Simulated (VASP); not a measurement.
Write the native input for VASP 6.6.1 that does the following.

| Quantity | Value |
| --- | --- |
| Task | relaxation of cell and atoms |
| Functional | PBE |
| Potentials or basis | VASP PAW PBE potentials, release 64 (Si, B) |
| Cutoff | 520 eV |
| k mesh | 9 × 9 × 5 |
| Occupations | gaussian, width 0.15 eV |
| Spin | no spin polarisation |
| Further INCAR settings | PREC = Normal; ALGO = Fast; EDIFF = 0.0001; IBRION = 2; EDIFFG = -0.08; NSW = 24; ISIF = 3 |

The structure of SiB lies in POSCAR:

```
SiB
1.0
    2.6614182500      0.0000000000      0.0000000000
   -1.3307091300      2.3048558200      0.0000000000
    0.0000000000      0.0000000000      4.3128028300
Si B
1 1
Direct
    0.0000000000      0.0000000000      0.0000000000
    0.6666666700      0.3333333300      0.5000000000
```

The cell was built by a generator and needn't be a form met in nature.

The input as run:

INCAR

```
ALGO     = Fast           # electronic algorithm
EDIFF    = 1E-4           # SCF threshold, eV
EDIFFG   = -0.08          # ionic threshold
ENCUT    = 520            # plane-wave cutoff, eV
GGA      = PE             # functional
IBRION   = 2              # ionic algorithm
ISIF     = 3              # what is computed and relaxed
ISMEAR   = 0              # smearing method
KPAR     = 2            
LASPH    = True           # aspherical terms in the spheres
LCHARG   = False          # write CHGCAR
LREAL    = False          # projectors in reciprocal space
LWAVE    = False          # write WAVECAR
NELM     = 60             # most SCF steps
NSW      = 24             # ionic steps
PREC     = Normal         # precision mode
SIGMA    = 0.15           # smearing width, eV
```

KPOINTS

```
k-points
0
Gamma
  9 9 5
```

Potentials or basis: VASP PAW PBE potentials, release 64 (Si, B).

Command:

```console
$ cat potpaw_PBE.64/Si/POTCAR potpaw_PBE.64/B/POTCAR > POTCAR
$ mpirun -np 2 vasp_std > vasp.out
```

It gave:

```
Relaxed volume                         : 10.75 Å³/atom
Relaxed cell                           : a = 3.205 Å, b = 3.205 Å, c = 2.417 Å, α = 90.00°, β = 90.00°, γ = 120.00°
Space group after relaxing (to 0.05 Å) : P-6m2 (No. 187)
Energy gained by relaxing              : 777.1 meV/atom
Ionic steps                            : 22
Pressure after relaxing                : 0.5 GPa
Band gap on the k mesh                 : none (metal or under the smearing width)
```

Caveat: the volume moved by over 15 % at a fixed basis, so the end points are rough.

Run time: 9 s on 2 MPI ranks on Intel(R) Xeon(R) 6975P-C (Granite Rapids), on a shared host, peak memory 0.12 GiB a rank.
